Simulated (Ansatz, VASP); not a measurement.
# Ge5I3: VASP beside Ansatz

```xyz
8
Lattice="3.8923 -5.2160 0.0000 3.8923 5.2160 0.0000 0.0000 0.0000 5.2509" Properties=species:S:1:pos:R:3 pbc="T T T"
Ge    3.8923    0.0000    0.0000
Ge    1.9462   -2.6080    0.0000
Ge    1.9462    2.6080    0.0000
Ge    2.5594    0.0000    2.6254
Ge    5.2252    0.0000    2.6254
I     0.0000    0.0000    0.0000
I     3.8923    2.7186    2.6254
I     3.8923   -2.7186    2.6254
```

Change from the starting cell: species swapped into the Mn3Pd5 type (Cmmm, No. 65).

Alike in both runs: functional PBE; k mesh 6 × 6 × 8; occupations gaussian, width 0.1 eV; no spin polarisation.

Ansatz relaxed the structure, and its values are those at the end. VASP's run is a single point on that final structure, the one shown.

```csv
,VASP,Ansatz
version,VASP 6.6.1,Ansatz 0.2.0
potentials or method,"VASP PAW PBE potentials, release 64 (Ge_d, I)","scalar-relativistic, plane waves, PAW"
plane-wave cutoff (eV),520,420
valence electrons in the cell,91,121
```

|  | VASP | Ansatz | Ansatz less VASP |
| --- | --- | --- | --- |
| gap on the k mesh at the Fermi level (eV) | none | none | - |
| pressure (GPa) | 0.0 | 0.0 | 0.00 |

A gap of «none» marks a metal or a gap that the smearing closes. The two sets of potentials don't hold the same shells in valence.

Caveats: an odd number of electrons without spin polarisation forces a metal; a magnetic or distorted state may lie lower. The runs have no spin-orbit coupling, so splittings on I are missing.
